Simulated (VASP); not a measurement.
Level of theory: PBE GGA, VASP's PBE PAW potentials (set 64) (plane waves; VASP).

A VASP calculation is set up with these files.

**KPOINTS**
```
K-points
0
gamma
14 14 8
```

### INCAR
```
# general
SYSTEM  = Tc
PREC    = Accurate
ENCUT   = 300
LREAL   = .False.
LASPH   = .True.

# electronic loop
EDIFF   = 1E-6
NELM    = 100
ALGO    = Normal
LMAXMIX = 4

# smearing
ISMEAR  = 0
SIGMA   = 0.2

# functional
GGA     = PE

# ions
ISIF    = 2

# output
LWAVE   = .False.
LCHARG  = .False.
```

POSCAR:
```
Tc
8.780
  0.1560364465  -0.2702630979   0.0000000000
  0.1560364465   0.2702630979   0.0000000000
  0.0000000000   0.0000000000   0.5000000000
Tc
2
Direct
  0.3333330000   0.6666670000   0.2500000000
  0.6666670000   0.3333330000   0.7500000000
```

POTCAR, in this order: Tc_pv (PBE.64 set). Program: vasp_std.

Output

OSZICAR:
```
       N       E                     dE             d eps       ncg     rms          rms(c)
DAV:   1     0.219291535266E+03    0.21929E+03   -0.13009E+04  4537   0.106E+03
DAV:   2    -0.168892080376E+02   -0.23618E+03   -0.23386E+03  4536   0.363E+02
DAV:   3    -0.221142065004E+02   -0.52250E+01   -0.50684E+01  4927   0.625E+01
DAV:   4    -0.221601863930E+02   -0.45980E-01   -0.45745E-01  4474   0.544E+00
DAV:   5    -0.221606129578E+02   -0.42656E-03   -0.42647E-03  4622   0.476E-01    0.235E+01
DAV:   6    -0.208915508872E+02    0.12691E+01   -0.30577E+00  4322   0.173E+01    0.736E+00
DAV:   7    -0.207391665171E+02    0.15238E+00   -0.57601E-01  4651   0.677E+00    0.905E-01
DAV:   8    -0.207289945164E+02    0.10172E-01   -0.97244E-03  4218   0.105E+00    0.187E-01
DAV:   9    -0.207290119617E+02   -0.17445E-04   -0.27564E-04  4923   0.122E-01    0.190E-02
DAV:  10    -0.207290160965E+02   -0.41348E-05   -0.12844E-05  4320   0.309E-02    0.109E-02
DAV:  11    -0.207290154942E+02    0.60226E-06   -0.13433E-06  2178   0.120E-02
   1 F= -.20729015E+02 E0= -.20709228E+02  d E =-.395740E-01
```

### OUTCAR
```
------------------------ aborting loop because EDIFF is reached ----------------------------------------
  FORCE on cell =-STRESS in cart. coord.  units (eV):
  Direction    XX          YY          ZZ          XY          YZ          ZX
  --------------------------------------------------------------------------------------
  Total        0.3458687      0.3458688      0.2050887      0.0000000      0.0000000      0.0000000
  in kB       19.4144652     19.4144716     11.5121361      0.0000000      0.0000000      0.0000000
  external PRESSURE =      16.7803577 kB  Pullay stress =       0.0000000 kB
  volume of cell :       28.54
      direct lattice vectors                 reciprocal lattice vectors
     1.370000000 -2.372910000  0.000000000     0.364963504 -0.210711742  0.000000000
     1.370000000  2.372910000  0.000000000     0.364963504  0.210711742  0.000000000
     0.000000000  0.000000000  4.390000000     0.000000000  0.000000000  0.227790433
 POSITION                                       TOTAL-FORCE (eV/Angst)
 -----------------------------------------------------------------------------------
      1.37000      0.79097      1.09750         0.000000      0.000000      0.000000
      1.37000     -0.79097      3.29250        -0.000000     -0.000000      0.000000
 -----------------------------------------------------------------------------------
    total drift:                               -0.000026      0.000617     -0.000043
  FREE ENERGIE OF THE ION-ELECTRON SYSTEM (eV)
  ---------------------------------------------------
  free  energy   TOTEN  =       -20.7290154942 eV

  energy  without entropy=      -20.6894414880  energy(sigma->0) =      -20.70922849
```
(Selected blocks of OUTCAR.)

At this cut-off the stress carries a Pulay error, which pulls relaxed volumes low.

The structure is a typed Tc crystal (P6_3/mmc). The cell was not relaxed at this level.
